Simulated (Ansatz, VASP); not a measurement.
## AlCo3C: VASP beside Ansatz

One calculation is typed for both programs; each brings its own data sets. How far apart do they land? The cell is taken from a series of runs on this material, whose earlier steps may have relaxed, scaled, displaced or heated it; both programs get it as it stands.

Calculated with Ansatz 0.2.0; plane waves, with VASP 6.6.1 beside it; relaxation of cell and atoms at PBEsol.

### 1. The structure

Symmetry: Pm-3m, No. 221, cubic system. Conventional cell: a = 3.677 Å, b = 3.677 Å, c = 3.677 Å, α = 90.00°, β = 90.00°, γ = 90.00°. Nearest to Al lie 12 Co at 2.60 Å. Nearest to Co lie 2 C at 1.84 Å and 4 Al at 2.60 Å and 8 Co at 2.60 Å. Nearest to C lie 6 Co at 1.84 Å. Farther neighbours are not listed.

Structure file:

```
Al Co C
1.0
     3.67743    0.00000    0.00000
     0.00000    3.67743    0.00000
     0.00000    0.00000    3.67743
Al Co C
1 3 1
Direct
  0.00000 0.00000 0.00000
  0.00000 0.50000 0.50000
  0.50000 0.00000 0.50000
  0.50000 0.50000 0.00000
  0.50000 0.50000 0.50000
```

### 2. VASP: relaxation of cell and atoms, PBEsol

The relaxed volume is the usual yardstick between codes: in a stiff, nearly cubic crystal its relative difference is about their pressure difference at one cell divided by the bulk modulus.

Lines of VASP's logs that name or quote its potential files are left out, and so is its time.

INCAR reads:

```
SYSTEM = AlCo3C
PREC = Accurate
ENCUT = 600
EDIFF = 1E-07
NELM = 120
ISMEAR = 0
SIGMA = 0.1
LREAL = .FALSE.
ALGO = Normal
GGA = PS
NBANDS = 23
LASPH = .TRUE.
LORBIT = 11
LWAVE = .FALSE.
LCHARG = .FALSE.
ISIF = 3
IBRION = 2
NSW = 80
EDIFFG = -0.005
GGA_COMPAT = .FALSE.
NELMIN = 4
KPAR = 2
```

POSCAR reads:

```
AlCo3C
1.0
    3.6774330000      0.0000000000      0.0000000000
    0.0000000000      3.6774330000      0.0000000000
    0.0000000000      0.0000000000      3.6774330000
Al Co C
1 3 1
Direct
    0.0000000000      0.0000000000      0.0000000000
    0.0000000000      0.5000000000      0.5000000000
    0.5000000000      0.0000000000      0.5000000000
    0.5000000000      0.5000000000      0.0000000000
    0.5000000000      0.5000000000      0.5000000000
```

KPOINTS reads:

```
Automatic mesh
0
Gamma
10 10 10
0 0 0
```

Potentials, in the order of the species: Al, Co and C (PBE family, release 64).

Run with:

```
$ mpirun -np 2 vasp_std
```

Numbers of over 12 decimals in the logs are rounded to 6 here.

Log:

```text
[banner, memory and clock lines left out]
running    2 mpi-ranks, on    1 nodes
 distrk:  each k-point on    1 cores,    2 groups
 distr:  one band on    1 cores,    1 groups

 POSCAR found type information on POSCAR AlCoC
 POSCAR found :  3 types and       5 ions
|                                                                             |
|               ----> ADVICE to this user running VASP <----                  |
|                                                                             |
|     You enforced a specific xc type in the INCAR file but a different       |
|     [... a line on the potential file left out ...]
|     I HOPE YOU KNOW WHAT YOU ARE DOING!                                     |
|                                                                             |

 LDA part: xc-table for (Slater+PW92), standard interpolation
 POSCAR, INCAR and KPOINTS ok, starting setup
 FFT: planning ... GRIDC
 FFT: planning ... GRID_SOFT
 FFT: planning ... GRID
 WAVECAR not read
 entering main loop
       N       E                     dE             d eps       ncg     rms          rms(c)
DAV:   1     0.238769353707E+03    0.23877E+03   -0.16427E+04  2584   0.198E+03
DAV:   2    -0.231339324496E+02   -0.26190E+03   -0.24913E+03  2576   0.376E+02
DAV:   3    -0.443941539363E+02   -0.21260E+02   -0.20358E+02  3281   0.130E+02
DAV:   4    -0.452175392722E+02   -0.82339E+00   -0.81948E+00  3074   0.243E+01
DAV:   5    -0.452474699065E+02   -0.29931E-01   -0.29927E-01  3055   0.425E+00    0.298E+01
DAV:   6    -0.441556060327E+02    0.10919E+01   -0.85968E+01  3344   0.140E+02    0.186E+01
DAV:   7    -0.385819929666E+02    0.55736E+01   -0.30284E+01  3080   0.901E+01    0.665E+00
DAV:   8    -0.384722262686E+02    0.10977E+00   -0.17182E+00  3239   0.126E+01    0.256E+00
DAV:   9    -0.384261980693E+02    0.46028E-01   -0.10480E-01  3875   0.410E+00    0.494E-01
DAV:  10    -0.384252079391E+02    0.99013E-03   -0.12622E-02  2795   0.831E-01    0.210E-01
DAV:  11    -0.384247429967E+02    0.46494E-03   -0.10436E-03  3175   0.251E-01    0.625E-02
DAV:  12    -0.384247503676E+02   -0.73709E-05   -0.12728E-04  3097   0.136E-01    0.283E-02
DAV:  13    -0.384247465696E+02    0.37980E-05   -0.27916E-05  3950   0.749E-02    0.116E-02
DAV:  14    -0.384247447743E+02    0.17953E-05   -0.59477E-06  3529   0.353E-02    0.287E-03
DAV:  15    -0.384247448118E+02   -0.37576E-07   -0.44829E-07  2550   0.495E-03
   1 F= -.38424745E+02 E0= -.38420114E+02  d E =-.384247E+02
 curvature:   0.00 expect dE= 0.000E+00 dE for cont linesearch  0.000E+00
 trial: gam= 0.00000 g(F)=  0.000E+00 g(S)=  0.327E-03 ort = 0.000E+00 (trialstep = 0.100E+01)
 search vector abs. value=  0.327E-03
 bond charge predicted
       N       E                     dE             d eps       ncg     rms          rms(c)
DAV:   1    -0.384285141917E+02   -0.37694E-02   -0.54100E-02  2709   0.351E+00    0.536E-01
DAV:   2    -0.384280792396E+02    0.43495E-03   -0.45542E-02  3094   0.351E+00    0.386E-01
DAV:   3    -0.384247934066E+02    0.32858E-02   -0.13127E-02  2952   0.195E+00    0.101E-01
DAV:   4    -0.384246979083E+02    0.95498E-04   -0.42061E-04  2619   0.169E-01    0.454E-02
DAV:   5    -0.384246705563E+02    0.27352E-04   -0.44572E-05  3587   0.105E-01    0.856E-03
DAV:   6    -0.384246683102E+02    0.22461E-05   -0.64857E-06  2858   0.286E-02    0.280E-03
DAV:   7    -0.384246685331E+02   -0.22292E-06   -0.48978E-07  2906   0.624E-03    0.154E-03
DAV:   8    -0.384246686766E+02   -0.14349E-06   -0.75095E-08  1497   0.268E-03    0.345E-04
DAV:   9    -0.384246686896E+02   -0.13030E-07   -0.24596E-08  1330   0.155E-03
   2 F= -.38424669E+02 E0= -.38420009E+02  d E =0.761222E-04
 trial-energy change:    0.000076  1 .order    0.000060   -0.000327    0.000446
 step:   0.3922(harm=  0.4229)  dis= 0.00000  next Energy=   -38.424808 (dE=-0.631E-04)
 bond charge predicted
       N       E                     dE             d eps       ncg     rms          rms(c)
DAV:   1    -0.384262156635E+02   -0.15470E-02   -0.19960E-02  2702   0.213E+00    0.326E-01
DAV:   2    -0.384260477632E+02    0.16790E-03   -0.16727E-02  3107   0.213E+00    0.234E-01
DAV:   3    -0.384248484530E+02    0.11993E-02   -0.48229E-03  2952   0.119E+00    0.614E-02
DAV:   4    -0.384248147128E+02    0.33740E-04   -0.14877E-04  2583   0.102E-01    0.273E-02
DAV:   5    -0.384248051255E+02    0.95873E-05   -0.15874E-05  3609   0.625E-02    0.500E-03
DAV:   6    -0.384248046020E+02    0.52345E-06   -0.23137E-06  2851   0.171E-02    0.167E-03
DAV:   7    -0.384248045163E+02    0.85707E-07   -0.14577E-07  2198   0.377E-03
   3 F= -.38424805E+02 E0= -.38420162E+02  d E =-.597045E-04
 curvature:  -0.21 expect dE=-0.110E-06 dE for cont linesearch -0.110E-06
 trial: gam=-0.03835 g(F)=  0.182E-65 g(S)=  0.521E-06 ort = 0.130E-04 (trialstep = 0.878E+00)
 search vector abs. value=  0.932E-09
 reached required accuracy - stopping structural energy minimisation
```

Parts of OUTCAR (step 2):

```text
ion  position               nearest neighbor table
   1  0.000  0.000  0.000-   2 2.60   3 2.60   4 2.60   2 2.60   3 2.60   2 2.60   4 2.60   2 2.60
                             3 2.60   4 2.60   3 2.60   4 2.60
   2  0.000  0.500  0.500-   5 1.84   5 1.84   4 2.60   1 2.60   1 2.60   4 2.60   1 2.60   3 2.60
                             1 2.60   3 2.60   4 2.60   3 2.60   4 2.60   3 2.60
   3  0.500  0.000  0.500-   5 1.84   5 1.84   4 2.60   1 2.60   1 2.60   4 2.60   2 2.60   4 2.60
                             2 2.60   4 2.60   1 2.60   2 2.60   1 2.60   2 2.60
   4  0.500  0.500  0.000-   5 1.84   5 1.84   3 2.60   1 2.60   2 2.60   3 2.60   2 2.60   1 2.60
                             3 2.60   3 2.60   1 2.60   2 2.60   2 2.60   1 2.60
   5  0.500  0.500  0.500-   2 1.84   3 1.84   4 1.84   4 1.84   3 1.84   2 1.84

  LATTYP: Found a simple cubic cell.
 ALAT       =     3.6774330000

 Subroutine GETGRP returns: Found 48 space group operations
 (whereof 48 operations were pure point group operations)

The static configuration has the point symmetry O_h .

 Found     56 irreducible k-points:

   k-points           NKPTS =     56   k-points in BZ     NKDIM =     56   number of bands    NBANDS=     23

   dimension x,y,z NGX =    30 NGY =   30 NGZ =   30
   dimension x,y,z NGXF=    60 NGYF=   60 NGZF=   60

   ENCUT  =  600.0 eV  44.10 Ry    6.64 a.u.   7.34  7.34  7.34*2*pi/ulx,y,z

   NELECT =      34.0000    total number of electrons

 k-points in reciprocal lattice and weights: Automatic mesh
   0.00000000  0.00000000  0.00000000       0.001
   0.10000000  0.00000000  0.00000000       0.006
   0.20000000  0.00000000  0.00000000       0.006
   0.30000000  0.00000000  0.00000000       0.006
   0.40000000  0.00000000  0.00000000       0.006
   0.50000000  0.00000000  0.00000000       0.003
   0.10000000  0.10000000  0.00000000       0.012
   0.20000000  0.10000000  0.00000000       0.024
   0.30000000  0.10000000  0.00000000       0.024
[...]
0.50000000  0.50000000  0.40000000       0.006
   0.50000000  0.50000000  0.50000000       0.001

 average (electrostatic) potential at core
       1 -69.3636       2 -77.7577       3 -77.7577       4 -77.7577       5 -45.2478

 E-fermi :  10.6210

 k-point     1 :       0.0000    0.0000    0.0000
  band No.  band energies     occupation
    ...
     14       9.4951      2.00000
     15       9.4951      2.00000
     16      10.4662      1.97135
     17      10.4662      1.97135
     18      10.4662      1.97135
     19      10.7728      0.03175
     20      14.1551      0.00000
     21      14.1551      0.00000
     22      14.1551      0.00000
     23      14.2681      0.00000

 k-point     2 :       0.1000    0.0000    0.0000
  band No.  band energies     occupation
    ...
     14       9.4946      2.00000
     15       9.4946      2.00000
     16      10.4663      1.97125
     17      10.5228      1.83504
     18      10.5228      1.83504
     19      10.7245      0.14297
     20      13.8178      0.00000
     21      14.2672      0.00000
     22      14.2672      0.00000
     23      14.5392      0.00000

 k-point     3 :       0.2000    0.0000    0.0000
  band No.  band energies     occupation
    ...
     13       9.3849      2.00000
     14       9.4876      2.00000
     15       9.4876      2.00000
     16      10.4666      1.97095
     17      10.5828      1.41051
     18      10.6949      0.29593
     19      10.6949      0.29593
     20      13.7060      0.00000
     21      14.5656      0.00000
     22      14.5656      0.00000
    ...

  Total        0.0042439      0.0042439      0.0042439      0.0000000      0.0000000      0.0000000
  in kB        0.1365597      0.1365597      0.1365597      0.0000000      0.0000000      0.0000000
  external PRESSURE =       0.1365597 kB  Pullay stress =       0.0000000 kB

  energy-cutoff  :      600.00
  volume of cell :       49.79
      direct lattice vectors                 reciprocal lattice vectors
     3.678911274  0.000000000 -0.000000000     0.271819548 -0.000000000 -0.000000000
     0.000000000  3.678911274 -0.000000000     0.000000000  0.271819548  0.000000000
     0.000000000  0.000000000  3.678911274     0.000000000  0.000000000  0.271819548

 POSITION                                       TOTAL-FORCE (eV/Angst)
 -----------------------------------------------------------------------------------
      0.00000      0.00000      0.00000        -0.000000      0.000000      0.000000
      0.00000      1.83946      1.83946         0.000000      0.000000      0.000000
      1.83946      0.00000      1.83946        -0.000000      0.000000      0.000000
      1.83946      1.83946     -0.00000        -0.000000      0.000000      0.000000
      1.83946      1.83946      1.83946         0.000000      0.000000      0.000000
 -----------------------------------------------------------------------------------
    total drift:                                0.000000      0.000000     -0.000000

  FREE ENERGIE OF THE ION-ELECTRON SYSTEM (eV)
  ---------------------------------------------------
  free  energy   TOTEN  =       -38.4248045163 eV

  energy  without entropy=      -38.4155198432  energy(sigma->0) =      -38.42016218

 reached required accuracy - stopping structural energy minimisation

 total charge
# of ion       s       p       d       tot
------------------------------------------
    1        0.385   0.367   0.000   0.752
    2        0.456   0.669   7.555   8.679
    3        0.456   0.669   7.555   8.679
    4        0.456   0.669   7.555   8.679
    5        0.898   1.594   0.000   2.492
--------------------------------------------------
tot          2.650   3.967  22.664  29.282

[... 3 further parts left out ...]
```

CONTCAR:

```
AlCo3C
   1.00000000000000
     3.6789112743752082    0.0000000000000000   -0.0000000000000000
     0.0000000000000000    3.6789112743752082   -0.0000000000000000
     0.0000000000000000    0.0000000000000000    3.6789112743752082
  Al              Co              C
     1     3     1
Direct
     0.0000000000000000    0.0000000000000000    0.0000000000000000
     0.0000000000000000    0.5000000000000000    0.5000000000000000
     0.5000000000000000    0.0000000000000000    0.5000000000000000
     0.5000000000000000    0.5000000000000000    0.0000000000000000
     0.5000000000000000    0.5000000000000000    0.5000000000000000
```

This run has no spin polarisation, so a moment on Co, if there is one, isn't seen.

[end of part 1 of 2]

[Lines on the potential files, build, host, timing and source positions are cut from VASP's logs without a mark.]

[Logs are printed without paths, hosts, clocks, repeated set-up lines and the standing remarks that a program may print on its own settings, such as how far it seeks lower states.]

[Hosts, paths, dates, database ids (printed as entryN), source tags and the programs' standing remarks are cut or masked in the printed files.]
